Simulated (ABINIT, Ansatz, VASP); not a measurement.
**GaAs (F-43m, 2 atoms in the cell) computed with different codes at matched settings**

Self-consistent single point, at a second geometry (lattice scaled by 0.98). First geometry:

```
CELL_PARAMETERS angstrom
      0.00000     2.82500     2.82500
      2.82500     0.00000     2.82500
      2.82500     2.82500     0.00000
ATOMIC_POSITIONS crystal
  Ga 0.00000 0.00000 0.00000
  As 0.25000 0.25000 0.25000
```

Shared settings, as Ansatz (a quantum-chemistry and plane-wave program) writes them: kpoints.mp_grid.grid = 8 8 8; scf.occupations.method = fermi_dirac; scf.occupations.width = 0.01 eV. Potentials and cutoffs stand in the table.

| code | model | ΔF from the first geometry (meV/atom) | pressure (GPa) | gap on the mesh (eV) | cutoff |
|---|---|---|---|---|---|
| Ansatz | PBE, default PAW files | 49.1 | 8.69 | 0.995 | default |
| VASP | PBE, VASP's PBE PAW potentials (set 64) | – | – | 1.002 | 300 eV |
| ABINIT | PBE, norm-conserving pseudopotentials (PseudoDojo nc-sr-05 PBE standard) | 50.3 | 8.89 | 0.996 | 42 Ha |

A dash marks a value that a program does not give, or that is left out as unsure.

Gaps are read on the mesh.

The spread over the programs that give each value: ΔF from the first geometry within 1.2 meV/atom; pressure within 0.20 GPa; gap on the mesh within 0.007 eV.

Ansatz's pressure is given at a fixed set of plane waves, as the other plane-wave codes print theirs; with its correction for the finite basis it is 8.73 GPa.

VASP's run is marked for a possible Pulay error in its stress at this cutoff; no cutoff test was made.

The starting cell has typed, rounded lattice constants, without a prior relaxation at this level. For this run, on top of that: lattice scaled by 0.98.

Left out of this page: Quantum ESPRESSO, GPAW, CP2K, Elk and FLEUR (not drawn, or without a comparable value); SIESTA (unsound by tests on forces, stress, charge or solver warnings).

Keys are those of Ansatz 0.2.
